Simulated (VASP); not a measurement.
```
Ga4P3Sb
1.0
    5.68165     0.00000     0.00000
    0.00000     5.68165     0.00000
    0.00000     0.00000     5.68165
Ga Sb P
4 1 3
Cartesian
  5.61100   5.61100   5.61100
  2.91147   2.91147   5.61100
  2.91147   5.61100   2.91147
  5.61100   2.91147   2.91147
  1.42041   1.42041   1.42041
  4.26123   4.26123   1.42041
  4.26123   1.42041   4.26123
  1.42041   4.26123   4.26123
```

Calculation: PBE GGA, VASP's PBE PAW potentials (set 64) (plane waves; VASP). Settings: 400 eV cut-off, 4×4×4 Γ-centred mesh, Gaussian smearing of 0.050 eV, potentials Ga_d Sb P.

Unless said otherwise, spin-orbit coupling is left out, though it shifts the bands of the heavy elements here.

Task: What does the run give for the energy per atom (σ→0), band gap (on the k-mesh) with the smallest direct gap where there is one?

Result: 
- band gap (on the k-mesh): 0.34 eV
- smallest direct gap (on the k-mesh): 0.34 eV
- energy per atom (σ→0): -4.279 eV/atom

Total energies compare only between runs with the same potentials, cut-off and functional.

The structure was generated: Ga4P3Sb was put into an ordered model structure (P-43m), which need not be its known phase. It was relaxed first.
